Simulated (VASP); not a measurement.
Consider the following.

```
TiB
1.0
    3.86446     0.00000     0.00000
   -1.93223     3.34672     0.00000
    0.00000     0.00000     4.45269
Ti B
2 2
Direct
  0.33333   0.66667   0.93747
  0.66667   0.33333   0.43747
  0.33333   0.66667   0.43753
  0.66667   0.33333   0.93753
```

Method: PBE GGA, VASP's PBE PAW potentials (set 64) (plane waves; VASP). Run with 520 eV cut-off, 10×10×8 Γ-centred mesh, tetrahedra with Blöchl corrections, potentials Ti_sv B.

Predict the energy per atom (σ→0), band gap (on the k-mesh) with the smallest direct gap where there is one.

| Quantity | Value |
|---|---|
| band gap (on the k-mesh) | none (metal, semimetal or under 0.01 eV) |
| energy per atom (σ→0) | -7.035 eV/atom |

The structure was generated: TiB was put into the wurtzite type (P6_3mc), which need not be its known phase. It was relaxed first, which changed the volume by -36 %. The relaxed cell has space group P6_3/mmc.
